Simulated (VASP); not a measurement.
Calculation: revTPSS meta-GGA, VASP's PBE PAW potentials (set 64) (plane waves; VASP).

VASP input:

File POSCAR:
```
KCl
1
    0.0000000000     3.2208725646     3.2208725646
    3.2208725646     0.0000000000     3.2208725646
    3.2208725646     3.2208725646     0.0000000000
K Cl
1 1
Direct
  0.0000000000   0.0000000000   0.0000000000
  0.5000000000   0.5000000000   0.5000000000
```

**KPOINTS**
```
Automatic mesh
0
Gamma
7 7 7
0 0 0
```

### INCAR
```
LWAVE = F
SIGMA = 0.05   ! width (eV)
ENCUT = 520
ISIF = 2   ! forces and stress, cell fixed
METAGGA = RTPSS
LCHARG = F
ALGO = Normal   ! blocked Davidson
SYSTEM = KCl
ISMEAR = 0   ! Gaussian
EDIFF = 1E-7   ! SCF stop (eV)
LASPH = T
PREC = Accurate
LREAL = F   ! projection in real space or not
NELM = 100
LMIXTAU = T
```

POTCAR, in this order: K_sv Cl (PBE.64 set). Program: vasp_std.

### Question
Predict the energy per atom (σ→0), band gap (on the k-mesh).

### Answer

```json
{
  "energy per atom (σ→0)": "-4.245 eV/atom",
  "band gap (on the k-mesh)": "5.39 eV"
}
```

### OSZICAR
```
...
DAV:  18    -0.849020622231E+01   -0.28397E-06   -0.91593E-06   788   0.263E-02    0.767E-03
DAV:  19    -0.849021219069E+01   -0.59684E-05   -0.70623E-06   764   0.316E-02    0.137E-02
DAV:  20    -0.849021500226E+01   -0.28116E-05   -0.25916E-06   584   0.180E-02    0.238E-03
DAV:  21    -0.849021472631E+01    0.27595E-06   -0.94727E-07   576   0.121E-02    0.113E-03
DAV:  22    -0.849021498355E+01   -0.25724E-06   -0.79288E-08   432   0.363E-03    0.737E-04
DAV:  23    -0.849021481079E+01    0.17277E-06   -0.90733E-09   388   0.132E-03    0.125E-03
DAV:  24    -0.849021476327E+01    0.47520E-07   -0.58841E-09   360   0.992E-04
   1 F= -.84902148E+01 E0= -.84902148E+01  d E =-.773172E-12
```

The compound is KCl in the rock salt structure. This cell is one point of a volume scan, at 1.03 of the reference volume.
